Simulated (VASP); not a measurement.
Wanted: the native input for a VASP 6.6.1 run.

| Property | Result |
| --- | --- |
| Task | single point |
| Functional | r2SCAN |
| Potentials or basis | VASP PAW PBE potentials, release 64 (Co, O) |
| Cutoff | 520 eV |
| k mesh | 8 × 8 × 8 |
| Occupations | gaussian, width 0.05 eV |
| Spin | no spin polarisation |
| Hubbard terms | Co d U = 2 eV |
| Further INCAR settings | ALGO = Normal; EDIFF = 1e-06; NBANDS = 14 |

The structure of CoO lies in POSCAR:

```
CoO
1.0
    0.0000000000      2.1315016600      2.1315016600
    2.1315016600      0.0000000000      2.1315016600
    2.1315016600      2.1315016600      0.0000000000
Co O
1 1
Direct
    0.0000000000      0.0000000000      0.0000000000
    0.5000000000      0.5000000000      0.5000000000
```

These files were run (other wordings do the same):

INCAR

```
PREC = Accurate
ENCUT = 520
EDIFF = 1E-6
ISMEAR = 0
SIGMA = 0.05
LREAL = False
LASPH = True
NELM = 150
ALGO = Normal
ISIF = 2
LWAVE = False
LCHARG = False
LMAXMIX = 4
LDAU = True
LDAUTYPE = 2
LDAUL = 2 -1
LDAUU = 2 0
LDAUJ = 0 0
LDAUPRINT = 1
METAGGA = R2SCAN
LMIXTAU = True
NBANDS = 14
```

KPOINTS

```
regular mesh
0
Gamma
  8 8 8
```

Potentials or basis: VASP PAW PBE potentials, release 64 (Co, O).

Launch:

```sh
$ cat potpaw_PBE.64/Co/POTCAR potpaw_PBE.64/O/POTCAR > POTCAR
$ mpirun -np 1 vasp_std > vasp.out
```

It gave:

- Pressure: -25.4 GPa
- Band gap on the k mesh: none (metal or under the smearing width)

Caveat: the PAW data sets were made with another functional, which shifts forces and pressure a little; an odd number of electrons without spin polarisation forces a metal; a magnetic or distorted state may lie lower; the run has no spin polarisation, though such a crystal can be magnetic; U without spin polarisation on a metal has little footing.

Wall time 55 s on 1 thread of Intel(R) Xeon(R) Platinum 8375C CPU @ 2.90GHz (Ice Lake), with other jobs on the host, peak memory 0.14 GiB.
